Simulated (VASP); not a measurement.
The system is GaBiSe3.

```
Ga Bi Se
1.0
     0.00000    5.05881    5.05881
     5.05881    0.00000    5.05881
     5.05881    5.05881    0.00000
Ga Bi Se
2 2 6
Direct
  0.75000 0.75000 0.75000
  0.25000 0.25000 0.25000
  0.50000 0.50000 0.50000
  0.00000 0.00000 0.00000
  0.77068 0.22932 0.22932
  0.22932 0.22932 0.77068
  0.22932 0.77068 0.77068
  0.22932 0.77068 0.22932
  0.77068 0.22932 0.77068
  0.77068 0.77068 0.22932
```

The cell was built by a generator and needn't be a form met in nature.

- Program: VASP 6.6.1
- Task: relaxation of cell and atoms
- Functional: PBE
- Potentials or basis: VASP PAW PBE potentials, release 64 (Ga_d, Bi_d, Se)
- Cutoff: 520 eV
- k mesh: 3 × 3 × 3
- Occupations: gaussian, width 0.15 eV
- Spin: no spin polarisation

At the start: pressure 22.8 GPa; volume 25.89 Å³/atom.

**Question.** Where does the relaxation end?

**Answer.** Over 6 steps the energy falls by 684.4 meV/atom and the volume is 33.90 Å³/atom (+30.9 %); space group Pm-3m (No. 221, to 0.05 Å).

The path:
| step | energy change (eV) | largest force (eV/Å) | pressure (GPa) | volume (Å³) |
| --- | --- | --- | --- | --- |
| 1 | 0.0000 | 6.1416 | 22.75 | 258.93 |
| 2 | -5.4763 | 0.4527 | -3.96 | 422.60 |
| 3 | -6.8304 | 0.1884 | -0.23 | 344.61 |
| 4 | -6.8313 | 0.1643 | -0.36 | 346.49 |
| 5 | -6.8414 | 0.0960 | -0.25 | 343.71 |
| 6 | -6.8444 | 0.0042 | 0.24 | 339.00 |

Final structure:
```xyz
10
Lattice="0.0000 5.5342 5.5342 5.5342 0.0000 5.5342 5.5342 5.5342 0.0000" Properties=species:S:1:pos:R:3 pbc="T T T"
Ga    8.3013    8.3013    8.3013
Ga    2.7671    2.7671    2.7671
Bi    5.5342    5.5342    5.5342
Bi    0.0000    0.0000    0.0000
Se    2.7682    5.5342    5.5342
Se    5.5342    5.5342    2.7682
Se    8.3003    5.5342    5.5342
Se    5.5342    2.7682    5.5342
Se    5.5342    8.3003    5.5342
Se    5.5342    5.5342    8.3003
```

Caveat: the volume moved by over 15 % at a fixed basis, so the end points are rough; the relaxation stopped at a loose force limit of 0.08 eV/Å, so its end isn't a converged minimum.
